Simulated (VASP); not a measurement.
```
CELL_PARAMETERS angstrom
      4.12641     0.00000     0.00000
      0.00000     4.12641     0.00000
      0.00000     0.00000     4.12641
ATOMIC_POSITIONS crystal
  Ca 0.00000 0.00000 0.00000
  B  0.79902 0.50000 0.50000
  B  0.50000 0.20098 0.50000
  B  0.50000 0.79902 0.50000
  B  0.20098 0.50000 0.50000
  B  0.50000 0.50000 0.79902
  B  0.50000 0.50000 0.20098
```

Method: PBEsol GGA, VASP's PBE PAW potentials (set 64) (plane waves; VASP). Run with 520 eV cut-off, 6×6×6 Γ-centred mesh, tetrahedra with Blöchl corrections, potentials Ca_sv B.

Question: Give the force on each atom (eV/Å).

Answer: 
| atom | Fx | Fy | Fz |
|---|---|---|---|
| Ca1 | 0.000 | 0.000 | 0.000 |
| B2 | -0.115 | 0.000 | 0.000 |
| B3 | 0.000 | 0.115 | 0.000 |
| B4 | 0.000 | -0.115 | 0.000 |
| B5 | 0.115 | 0.000 | 0.000 |
| B6 | 0.000 | 0.000 | -0.115 |
| B7 | 0.000 | 0.000 | 0.115 |

Question: Give the stress tensor in GPa (positive for a compressed cell).

Answer: 
```
0.19  0.00  0.00
0.00  0.19  0.00
0.00  0.00  0.19
```
The pressure is its mean diagonal, 0.19 GPa.

The compound is CaB6 in the cab6 structure. It was relaxed first.
